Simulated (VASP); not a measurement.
Calculation: PBE GGA, VASP's PBE PAW potentials (set 64) (plane waves; VASP).

Input for VASP

### POSCAR
```
SrCl2
1
    0.0000000000     7.0391531462     7.0391531462
    7.0391531462     0.0000000000     7.0391531462
    7.0391531462     7.0391531462     0.0000000000
Sr Cl
8 16
Direct
  0.0000000000   0.0000000000   0.0000000000
  0.0000000000   0.0000000000   0.5000000000
  0.0000000000   0.5000000000   0.0000000000
  0.0000000000   0.5000000000   0.5000000000
  0.5000000000   0.0000000000   0.0000000000
  0.5000000000   0.0000000000   0.5000000000
  0.5000000000   0.5000000000   0.0000000000
  0.5000000000   0.5000000000   0.5000000000
  0.1250000000   0.1250000000   0.1250000000
  0.1250000000   0.1250000000   0.6250000000
  0.1250000000   0.6250000000   0.1250000000
  0.1250000000   0.6250000000   0.6250000000
  0.6250000000   0.1250000000   0.1250000000
  0.6250000000   0.1250000000   0.6250000000
  0.6250000000   0.6250000000   0.1250000000
  0.6250000000   0.6250000000   0.6250000000
  0.3750000000   0.3750000000   0.3750000000
  0.3750000000   0.3750000000   0.8750000000
  0.3750000000   0.8750000000   0.3750000000
  0.3750000000   0.8750000000   0.8750000000
  0.8750000000   0.3750000000   0.3750000000
  0.8750000000   0.3750000000   0.8750000000
  0.8750000000   0.8750000000   0.3750000000
  0.8750000000   0.8750000000   0.8750000000
```

File QPOINTS:
```
k-points along high-symmetry lines
13
Line-mode
Cartesian
  0.000000   0.000000   0.000000 ! GAMMA
  0.000000   0.142063  -0.000000 ! X

  0.000000   0.142063  -0.000000 ! X
  0.035516   0.142063   0.035516 ! U

  0.106547   0.106547  -0.000000 ! K
  0.000000   0.000000   0.000000 ! GAMMA

  0.000000   0.000000   0.000000 ! GAMMA
  0.071031   0.071031   0.071031 ! L

  0.071031   0.071031   0.071031 ! L
  0.071031   0.142063  -0.000000 ! W

  0.071031   0.142063  -0.000000 ! W
  0.000000   0.142063  -0.000000 ! X
```

File KPOINTS:
```
Automatic mesh
0
Gamma
2 2 2
0 0 0
```

### INCAR
```
SYSTEM = SrCl2
PREC = Accurate; ENCUT = 400; LREAL = F
LASPH = T
EDIFF = 1E-7; NELM = 100; ALGO = Normal
LMAXMIX = 4
ISMEAR = 0; SIGMA = 0.05
GGA = PE
IBRION = 6; NSW = 1; ISIF = 2
POTIM = 0.015; NFREE = 2
LWAVE = F; LCHARG = F
LPHON_DISPERSION = T
```

POTCAR, in this order: Sr_sv Cl (PBE.64 set). Program: vasp_std.

The run wrote:

File OSZICAR:
```
       N       E                     dE             d eps       ncg     rms          rms(c)
DAV:   1     0.134881722725E+04    0.13488E+04   -0.77727E+04   690   0.122E+03
DAV:   2     0.303933928400E+02   -0.13184E+04   -0.12831E+04   891   0.296E+02
DAV:   3    -0.990570913109E+02   -0.12945E+03   -0.12900E+03   860   0.866E+01
DAV:   4    -0.104190389174E+03   -0.51333E+01   -0.51254E+01  1012   0.185E+01
DAV:   5    -0.104618966680E+03   -0.42858E+00   -0.42853E+00  1116   0.348E+00    0.348E+01
DAV:   6    -0.102150931255E+03    0.24680E+01   -0.64266E+00   804   0.576E+00    0.228E+01
DAV:   7    -0.102318764642E+03   -0.16783E+00   -0.50602E+00   940   0.526E+00    0.423E+00
DAV:   8    -0.102285440348E+03    0.33324E-01   -0.92701E-01   804   0.205E+00    0.109E+00
DAV:   9    -0.102300166301E+03   -0.14726E-01   -0.36260E-02   940   0.435E-01    0.410E-01
DAV:  10    -0.102311412395E+03   -0.11246E-01   -0.16160E-02   852   0.283E-01    0.127E-01
DAV:  11    -0.102312163297E+03   -0.75090E-03   -0.11640E-03   836   0.816E-02    0.950E-02
DAV:  12    -0.102312482483E+03   -0.31919E-03   -0.63014E-04   860   0.525E-02    0.384E-02
DAV:  13    -0.102312483339E+03   -0.85677E-06   -0.27173E-05   964   0.110E-02    0.245E-02
DAV:  14    -0.102312488090E+03   -0.47507E-05   -0.66674E-06   852   0.744E-03    0.652E-03
DAV:  15    -0.102312487387E+03    0.70318E-06   -0.10240E-06   788   0.228E-03    0.193E-03
DAV:  16    -0.102312487436E+03   -0.48993E-07   -0.20826E-07   556   0.133E-03
   1 F= -.10231249E+03 E0= -.10231249E+03  d E =-.513668E-15
 Found     2 degrees of freedom:
       N       E                     dE             d eps       ncg     rms          rms(c)
DAV:   1    -0.102311540467E+03    0.94692E-03   -0.46001E-01   944   0.155E+00    0.281E-01
DAV:   2    -0.102312096957E+03   -0.55649E-03   -0.10867E-02  1008   0.224E-01    0.154E-01
DAV:   3    -0.102312112090E+03   -0.15133E-04   -0.68255E-04  1360   0.385E-02    0.726E-02
DAV:   4    -0.102312110351E+03    0.17400E-05   -0.30183E-05  1216   0.137E-02    0.178E-02
DAV:   5    -0.102312111422E+03   -0.10715E-05   -0.75376E-06  1512   0.582E-03    0.677E-03
DAV:   6    -0.102312111635E+03   -0.21320E-06   -0.21485E-06  1144   0.503E-03    0.191E-03
DAV:   7    -0.102312111694E+03   -0.58664E-07   -0.55234E-07   944   0.185E-03
   2 F= -.10231211E+03 E0= -.10231211E+03  d E =-.290586E-14
       N       E                     dE             d eps       ncg     rms          rms(c)
DAV:   1    -0.102309675654E+03    0.24360E-02   -0.17139E+00   920   0.260E+00    0.564E-01
DAV:   2    -0.102312051282E+03   -0.23756E-02   -0.45436E-02   986   0.431E-01    0.309E-01
DAV:   3    -0.102312113697E+03   -0.62415E-04   -0.26776E-03  1400   0.758E-02    0.146E-01
DAV:   4    -0.102312107425E+03    0.62712E-05   -0.11719E-04  1288   0.258E-02    0.359E-02
DAV:   5    -0.102312110880E+03   -0.34544E-05   -0.20227E-05  1504   0.110E-02    0.128E-02
DAV:   6    -0.102312111502E+03   -0.62265E-06   -0.81684E-06  1320   0.999E-03    0.339E-03
DAV:   7    -0.102312111710E+03   -0.20789E-06   -0.21411E-06  1088   0.364E-03    0.354E-03
DAV:   8    -0.102312111638E+03    0.72039E-07   -0.38099E-07   904   0.161E-03
   3 F= -.10231211E+03 E0= -.10231211E+03  d E =-.418782E-14
       N       E                     dE             d eps       ncg     rms          rms(c)
DAV:   1    -0.102309706225E+03    0.24055E-02   -0.90503E-01  1150   0.219E+00    0.384E-01
DAV:   2    -0.102312320357E+03   -0.26141E-02   -0.31310E-02  1222   0.436E-01    0.201E-01
DAV:   3    -0.102312247348E+03    0.73009E-04   -0.83783E-04  1652   0.666E-02    0.124E-01
DAV:   4    -0.102312172429E+03    0.74918E-04   -0.37102E-04  1380   0.517E-02    0.388E-02
DAV:   5    -0.102312176370E+03   -0.39409E-05   -0.80923E-05  1492   0.212E-02    0.174E-02
DAV:   6    -0.102312174222E+03    0.21486E-05   -0.94671E-06  1756   0.753E-03    0.905E-03
DAV:   7    -0.102312173485E+03    0.73708E-06   -0.35482E-06  1476   0.473E-03    0.282E-03
DAV:   8    -0.102312173377E+03    0.10770E-06   -0.59154E-07  1268   0.229E-03    0.142E-03
DAV:   9    -0.102312173283E+03    0.94136E-07   -0.15497E-07   860   0.158E-03
   4 F= -.10231217E+03 E0= -.10231217E+03  d E =-.448856E-14
       N       E                     dE             d eps       ncg     rms          rms(c)
DAV:   1    -0.102308228462E+03    0.39449E-02   -0.14738E+00  1185   0.204E+00    0.477E-01
DAV:   2    -0.102312379851E+03   -0.41514E-02   -0.43856E-02  1316   0.443E-01    0.255E-01
DAV:   3    -0.102312291983E+03    0.87868E-04   -0.11991E-03  1588   0.752E-02    0.148E-01
DAV:   4    -0.102312164595E+03    0.12739E-03   -0.85817E-04  1428   0.759E-02    0.614E-02
DAV:   5    -0.102312177791E+03   -0.13196E-04   -0.15676E-04  1340   0.291E-02    0.249E-02
DAV:   6    -0.102312174765E+03    0.30261E-05   -0.10779E-05  1668   0.750E-03    0.126E-02
DAV:   7    -0.102312173063E+03    0.17023E-05   -0.10571E-05  1300   0.764E-03    0.471E-03
DAV:   8    -0.102312173133E+03   -0.69980E-07   -0.16864E-06  1284   0.345E-03    0.532E-03
DAV:   9    -0.102312173179E+03   -0.46406E-07   -0.41243E-07  1228   0.156E-03
   5 F= -.10231217E+03 E0= -.10231217E+03  d E =-.452011E-14
```

### OUTCAR
```
------------------------ aborting loop because EDIFF is reached ----------------------------------------
  FORCE on cell =-STRESS in cart. coord.  units (eV):
  Direction    XX          YY          ZZ          XY          YZ          ZX
  --------------------------------------------------------------------------------------
  Total        0.3541741      0.3532616      0.3532616      0.0000000      0.0301271     -0.0000000
  in kB        0.8134599      0.8113641      0.8113641      0.0000000      0.0691952     -0.0000000
  external PRESSURE =       0.8120627 kB  Pullay stress =       0.0000000 kB
  volume of cell :      697.58
      direct lattice vectors                 reciprocal lattice vectors
     0.000000000  7.039153146  7.039153146    -0.071031272  0.071031272  0.071031272
     7.039153146  0.000000000  7.039153146     0.071031272 -0.071031272  0.071031272
     7.039153146  7.039153146  0.000000000     0.071031272  0.071031272 -0.071031272
 POSITION                                       TOTAL-FORCE (eV/Angst)
 -----------------------------------------------------------------------------------
      0.00000      0.00000      0.00000        -0.005403     -0.002027     -0.002027
      3.51958      3.51958      0.00000        -0.005185     -0.001773      0.001773
      3.51958      0.00000      3.51958        -0.005185      0.001773     -0.001773
      7.03915      3.51958      3.51958         0.000924      0.001139      0.001139
      0.00000      3.51958      3.51958        -0.005403      0.002027      0.002027
      3.51958      7.03915      3.51958         0.000953      0.001151     -0.001151
      3.51958      3.51958      7.03915         0.000953     -0.001151      0.001151
      7.03915      7.03915      7.03915         0.000924     -0.001139     -0.001139
      1.74479      1.75979      1.75979         0.041185      0.000000      0.000000
      5.27936      5.27936      1.75979        -0.000728     -0.001952      0.000000
      5.27936      1.75979      5.27936        -0.000728      0.000000     -0.001952
      8.79894      5.27936      5.27936         0.000613     -0.000000     -0.000000
      1.75979      5.27936      5.27936         0.000619     -0.000000     -0.000000
      5.27936      8.79894      5.27936        -0.000728     -0.000000      0.001952
      5.27936      5.27936      8.79894        -0.000728      0.001952     -0.000000
      8.79894      8.79894      8.79894        -0.002064     -0.000000     -0.000000
      5.27936      5.27936      5.27936         0.000256     -0.000000     -0.000000
      8.79894      8.79894      5.27936         0.001953     -0.000265     -0.000041
      8.79894      5.27936      8.79894         0.001953     -0.000041     -0.000265
     12.31852      8.79894      8.79894        -0.012602      0.000000      0.000000
      5.27936      8.79894      8.79894        -0.012231      0.000000      0.000000
      8.79894     12.31852      8.79894         0.001953      0.000041      0.000265
      8.79894      8.79894     12.31852         0.001953      0.000265      0.000041
     12.31852     12.31852     12.31852        -0.003253     -0.000000     -0.000000
 -----------------------------------------------------------------------------------
    total drift:                               -0.000192      0.000001      0.000001
  FREE ENERGIE OF THE ION-ELECTRON SYSTEM (eV)
  ---------------------------------------------------
  free  energy   TOTEN  =      -102.3121731792 eV

  energy  without entropy=     -102.3121731792  energy(sigma->0) =     -102.31217318
```
(Selected blocks of OUTCAR.)

The cell is a supercell, built from SrCl2 (fluorite).
